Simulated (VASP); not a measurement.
All values below come from r2SCAN meta-GGA, VASP's PBE PAW potentials (set 64) (plane waves; VASP 6.6.1).

The input files of a VASP run:

**INCAR**
```
ALGO = Normal
EDIFF = 1E-6
EDIFFG = -0.02
ENCUT = 400
IBRION = 2
ISIF = 3
ISMEAR = 1
LASPH = .TRUE.
LCHARG = .FALSE.
LMAXMIX = 4
LMIXTAU = .TRUE.
LREAL = .FALSE.
LWAVE = .FALSE.
METAGGA = R2SCAN
NELM = 100
NSW = 60
PREC = Accurate
SIGMA = 0.1
SYSTEM = ScSi
```

KPOINTS:
```
Automatic
0
Gamma
 10 10 4
0 0 0
```

**POSCAR**
```
ScSi
1
    3.1522218744    -0.0000000000    -0.0000000000
   -1.5761109372     2.7299041992    -0.0000000000
    0.0000000000    -0.0000000000     8.4309319668
Sc Si
2 2
Direct
  0.0000000000   1.0000000000   0.0000000000
  0.0000000000   1.0000000000   0.5000000000
  0.3333330000   0.6666670000   0.2500000000
  0.6666670000   0.3333330000   0.7500000000
```

POTCAR, in this order: Sc_sv Si (PBE.64 set). Program: vasp_std.

The resulting files:

### OSZICAR
```
...
DAV:  13    -0.418395844838E+02   -0.10892E-05   -0.44280E-07  1020   0.108E-02    0.163E-04
DAV:  14    -0.418395842226E+02    0.26115E-06   -0.11460E-07   996   0.821E-03
   8 F= -.41839584E+02 E0= -.41839945E+02  d E =-.520159E-01
       N       E                     dE             d eps       ncg     rms          rms(c)
DAV:   1    -0.419802213564E+02   -0.14064E+00   -0.25519E+01  1880   0.845E+01    0.299E+00
DAV:   2    -0.419210051863E+02    0.59216E-01   -0.12852E+00  2332   0.152E+01    0.186E+00
DAV:   3    -0.418826706026E+02    0.38335E-01   -0.14613E-01  2452   0.559E+00    0.373E-01
DAV:   4    -0.418762816020E+02    0.63890E-02   -0.53375E-02  2101   0.239E+00    0.150E-01
DAV:   5    -0.418779783352E+02   -0.16967E-02   -0.23477E-02  1814   0.158E+00    0.821E-02
DAV:   6    -0.418762856917E+02    0.16926E-02   -0.22741E-03  2057   0.599E-01    0.189E-02
DAV:   7    -0.418762921934E+02   -0.65016E-05   -0.20443E-04  2449   0.157E-01    0.102E-02
DAV:   8    -0.418763187617E+02   -0.26568E-04   -0.94100E-05  1839   0.120E-01    0.589E-03
DAV:   9    -0.418762969230E+02    0.21839E-04   -0.31970E-05  2014   0.720E-02    0.247E-03
DAV:  10    -0.418763121438E+02   -0.15221E-04   -0.87566E-06  1989   0.368E-02    0.107E-03
DAV:  11    -0.418763071392E+02    0.50046E-05   -0.54830E-07   960   0.100E-02    0.631E-04
DAV:  12    -0.418763084114E+02   -0.12722E-05   -0.17844E-07   936   0.676E-03    0.557E-04
DAV:  13    -0.418763079749E+02    0.43646E-06   -0.48564E-08   885   0.409E-03
   9 F= -.41876308E+02 E0= -.41876587E+02  d E =-.887396E-01
       N       E                     dE             d eps       ncg     rms          rms(c)
DAV:   1    -0.419190840202E+02   -0.42776E-01   -0.22975E+00  2125   0.265E+01    0.144E+00
DAV:   2    -0.418904199832E+02    0.28664E-01   -0.16706E-01  2271   0.721E+00    0.537E-01
DAV:   3    -0.418862613741E+02    0.41586E-02   -0.13841E-02  2251   0.146E+00    0.243E-01
DAV:   4    -0.418849519191E+02    0.13095E-02   -0.52878E-03  2467   0.691E-01    0.942E-02
DAV:   5    -0.418854607091E+02   -0.50879E-03   -0.28563E-03  1759   0.498E-01    0.350E-02
DAV:   6    -0.418854250788E+02    0.35630E-04   -0.62411E-04  1969   0.253E-01    0.118E-02
DAV:   7    -0.418854667647E+02   -0.41686E-04   -0.68287E-05  2150   0.932E-02    0.387E-03
DAV:   8    -0.418854530338E+02    0.13731E-04   -0.16690E-05  1996   0.467E-02    0.230E-03
DAV:   9    -0.418854687030E+02   -0.15669E-04   -0.57266E-06  1487   0.251E-02    0.670E-04
DAV:  10    -0.418854636162E+02    0.50868E-05   -0.84098E-07   976   0.128E-02    0.876E-04
DAV:  11    -0.418854645313E+02   -0.91514E-06   -0.12891E-07   894   0.678E-03
  10 F= -.41885465E+02 E0= -.41885981E+02  d E =-.915656E-02
       N       E                     dE             d eps       ncg     rms          rms(c)
DAV:   1    -0.419603591852E+02   -0.74896E-01   -0.50823E+00  2074   0.395E+01    0.212E+00
DAV:   2    -0.418991808442E+02    0.61178E-01   -0.40308E-01  2308   0.114E+01    0.794E-01
DAV:   3    -0.418904422659E+02    0.87386E-02   -0.28324E-02  2240   0.206E+00    0.364E-01
DAV:   4    -0.418875674937E+02    0.28748E-02   -0.10857E-02  2590   0.984E-01    0.130E-01
DAV:   5    -0.418885633593E+02   -0.99587E-03   -0.54762E-03  1741   0.692E-01    0.539E-02
DAV:   6    -0.418884804126E+02    0.82947E-04   -0.15365E-03  1868   0.397E-01    0.161E-02
DAV:   7    -0.418885975477E+02   -0.11714E-03   -0.21522E-04  2085   0.160E-01    0.573E-03
DAV:   8    -0.418885797596E+02    0.17788E-04   -0.29283E-05  2213   0.623E-02    0.353E-03
DAV:   9    -0.418886025659E+02   -0.22806E-04   -0.94623E-06  1876   0.301E-02    0.974E-04
DAV:  10    -0.418885939592E+02    0.86067E-05   -0.12999E-06  1063   0.142E-02    0.146E-03
DAV:  11    -0.418885953600E+02   -0.14008E-05   -0.23398E-07   903   0.105E-02    0.395E-04
DAV:  12    -0.418885995363E+02   -0.41763E-05   -0.14480E-07   894   0.429E-03    0.331E-04
DAV:  13    -0.418885962587E+02    0.32776E-05   -0.75438E-08   852   0.477E-03    0.111E-04
DAV:  14    -0.418885961668E+02    0.91910E-07   -0.35022E-08   843   0.309E-03
  11 F= -.41888596E+02 E0= -.41889110E+02  d E =-.122882E-01
       N       E                     dE             d eps       ncg     rms          rms(c)
DAV:   1    -0.418937466466E+02   -0.51504E-02   -0.34240E-01  2072   0.103E+01    0.549E-01
DAV:   2    -0.418898285703E+02    0.39181E-02   -0.25998E-02  2329   0.287E+00    0.215E-01
DAV:   3    -0.418891257008E+02    0.70287E-03   -0.20936E-03  2286   0.583E-01    0.941E-02
DAV:   4    -0.418890446257E+02    0.81075E-04   -0.70773E-04  2264   0.246E-01    0.307E-02
DAV:   5    -0.418890758725E+02   -0.31247E-04   -0.43380E-04  1752   0.191E-01    0.135E-02
DAV:   6    -0.418891140821E+02   -0.38210E-04   -0.69503E-05  2265   0.890E-02    0.545E-03
DAV:   7    -0.418890987901E+02    0.15292E-04   -0.85165E-06  2138   0.306E-02    0.180E-03
DAV:   8    -0.418891143244E+02   -0.15534E-04   -0.39403E-06  1377   0.245E-02    0.104E-03
DAV:   9    -0.418891042426E+02    0.10082E-04   -0.11018E-06   941   0.154E-02    0.353E-04
DAV:  10    -0.418891080783E+02   -0.38357E-05   -0.15964E-07   867   0.849E-03    0.291E-04
DAV:  11    -0.418891087373E+02   -0.65904E-06   -0.42186E-08   834   0.334E-03
  12 F= -.41889109E+02 E0= -.41889680E+02  d E =-.128008E-01
       N       E                     dE             d eps       ncg     rms          rms(c)
DAV:   1    -0.418932861029E+02   -0.41780E-02   -0.24400E-01  2160   0.852E+00    0.334E-01
DAV:   2    -0.418922490268E+02    0.10371E-02   -0.13479E-02  2599   0.177E+00    0.177E-01
DAV:   3    -0.418919973881E+02    0.25164E-03   -0.65391E-04  2693   0.386E-01    0.668E-02
DAV:   4    -0.418918807714E+02    0.11662E-03   -0.34390E-04  1954   0.171E-01    0.867E-03
DAV:   5    -0.418918974648E+02   -0.16693E-04   -0.12841E-04  1916   0.128E-01    0.594E-03
DAV:   6    -0.418918866733E+02    0.10791E-04   -0.10268E-05  2188   0.420E-02    0.232E-03
DAV:   7    -0.418918887687E+02   -0.20954E-05   -0.21573E-06  1147   0.172E-02    0.842E-04
DAV:   8    -0.418918876612E+02    0.11075E-05   -0.76474E-07   900   0.128E-02    0.560E-04
DAV:   9    -0.418918882466E+02   -0.58538E-06   -0.11441E-07   852   0.734E-03
  13 F= -.41891888E+02 E0= -.41892479E+02  d E =-.277951E-02
       N       E                     dE             d eps       ncg     rms          rms(c)
DAV:   1    -0.419057495123E+02   -0.13862E-01   -0.19794E+00  2159   0.241E+01    0.955E-01
DAV:   2    -0.418968103124E+02    0.89392E-02   -0.11304E-01  2610   0.510E+00    0.503E-01
DAV:   3    -0.418947905591E+02    0.20198E-02   -0.49816E-03  2690   0.105E+00    0.200E-01
DAV:   4    -0.418938952012E+02    0.89536E-03   -0.28727E-03  2210   0.502E-01    0.244E-02
DAV:   5    -0.418940033639E+02   -0.10816E-03   -0.10770E-03  1915   0.349E-01    0.174E-02
DAV:   6    -0.418939457202E+02    0.57644E-04   -0.83316E-05  2205   0.129E-01    0.606E-03
DAV:   7    -0.418939489536E+02   -0.32333E-05   -0.15458E-05  1942   0.407E-02    0.177E-03
DAV:   8    -0.418939491663E+02   -0.21270E-06   -0.79284E-06  1736   0.307E-02
  14 F= -.41893949E+02 E0= -.41894461E+02  d E =-.484043E-02
       N       E                     dE             d eps       ncg     rms          rms(c)
DAV:   1    -0.418947103034E+02   -0.76135E-03   -0.96482E-02  2171   0.535E+00    0.209E-01
DAV:   2    -0.418943079426E+02    0.40236E-03   -0.52773E-03  2594   0.110E+00    0.112E-01
DAV:   3    -0.418941958617E+02    0.11208E-03   -0.25588E-04  2695   0.240E-01    0.421E-02
DAV:   4    -0.418941662626E+02    0.29599E-04   -0.13721E-04  2066   0.108E-01    0.549E-03
DAV:   5    -0.418941621105E+02    0.41521E-05   -0.49800E-05  1950   0.767E-02    0.367E-03
DAV:   6    -0.418941636085E+02   -0.14980E-05   -0.36758E-06  1748   0.261E-02    0.136E-03
DAV:   7    -0.418941626872E+02    0.92136E-06   -0.75711E-07   912   0.111E-02
  15 F= -.41894163E+02 E0= -.41894689E+02  d E =-.505395E-02
```

File OUTCAR:
```
------------------------ aborting loop because EDIFF is reached ----------------------------------------
  FORCE on cell =-STRESS in cart. coord.  units (eV):
  Direction    XX          YY          ZZ          XY          YZ          ZX
  --------------------------------------------------------------------------------------
  Total        0.0454106      0.0454106      0.0189215      0.0000000      0.0000000     -0.0000000
  in kB        0.9085237      0.9085236      0.3785595      0.0000000      0.0000000     -0.0000000
  external PRESSURE =       0.7318689 kB  Pullay stress =       0.0000000 kB
  volume of cell :       80.08
      direct lattice vectors                 reciprocal lattice vectors
     3.472397703 -0.000000000 -0.000000000     0.287985446  0.166268476  0.000000000
    -1.736198852  3.007184594  0.000000000     0.000000000  0.332536952 -0.000000000
    -0.000000000  0.000000000  7.669051746     0.000000000 -0.000000000  0.130394217
 POSITION                                       TOTAL-FORCE (eV/Angst)
 -----------------------------------------------------------------------------------
      0.00000      0.00000      0.00000         0.000000      0.000000     -0.000000
     -0.00000      0.00000      3.83453        -0.000000      0.000000     -0.000000
     -0.00000      2.00479      1.91726        -0.000000      0.000000      0.000000
      1.73620      1.00239      5.75179         0.000000     -0.000000      0.000000
 -----------------------------------------------------------------------------------
    total drift:                                0.000000     -0.000000     -0.000000
  FREE ENERGIE OF THE ION-ELECTRON SYSTEM (eV)
  ---------------------------------------------------
  free  energy   TOTEN  =       -41.8941626872 eV

  energy  without entropy=      -41.8957407484  energy(sigma->0) =      -41.89468871

 reached required accuracy - stopping structural energy minimisation
```
(Selected blocks of OUTCAR.)

CONTCAR:
```
ScSi
   1.00000000000000
     3.4723977033215219   -0.0000000000000000   -0.0000000000000000
    -1.7361988516607609    3.0071845937017225    0.0000000000000000
    -0.0000000000000000    0.0000000000000000    7.6690517464793864
  Sc              Si
     2     2
Direct
     0.0000000000000000    0.0000000000000000    0.0000000000000000
     0.0000000000000000    0.0000000000000000    0.5000000000000000
     0.3333330000000032    0.6666669999999968    0.2500000000000000
     0.6666669999999968    0.3333330000000032    0.7500000000000000
```

Energy and stress use the plane-wave basis of the starting cell.

The structure was generated: ScSi was put into the NiAs type type (P6_3/mmc), which need not be its known phase. This run relaxes it. Symmetry was kept, so distortions that lower it aren't found. The start is the result of an earlier pass.
